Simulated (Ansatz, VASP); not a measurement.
BeRu3 in VASP and in Ansatz

```xyz
4
Lattice="-1.7936 1.7936 3.9269 1.7936 -1.7936 3.9269 1.7936 1.7936 -3.9269" Properties=species:S:1:pos:R:3 pbc="T T T"
Ru    0.0000    0.0000    3.9269
Ru    1.7936    0.0000    1.9634
Ru    0.0000    1.7936    1.9634
Be    0.0000    0.0000    0.0000
```

Change from the starting cell: volume scaled by 0.98.

Alike in both runs: task single point; functional PBE; k mesh 10 × 10 × 10; occupations fermi-dirac, width 0.05 eV; no spin polarisation.

```csv
,VASP,Ansatz
version,VASP 6.6.1,Ansatz 0.2.0
potentials or method,"VASP PAW PBE potentials, release 64 (Ru_pv, Be)",Ansatz PAW
plane-wave cutoff (eV),520,420
valence electrons in the cell,44,50
```

|  | VASP | Ansatz | Ansatz less VASP |
| --- | --- | --- | --- |
| gap on the k mesh at the Fermi level (eV) | none | none | - |
| pressure (GPa) | 3.0 | 3.0 | 0.00 |
| largest component of the traceless stress (GPa) | 0.36 | 0.39 | +0.029 |

A gap of «none» marks a metal or a gap that the smearing closes. The functional is the same, so the differences come from potentials, cutoffs and numerics. The two sets of potentials don't hold the same shells in valence.
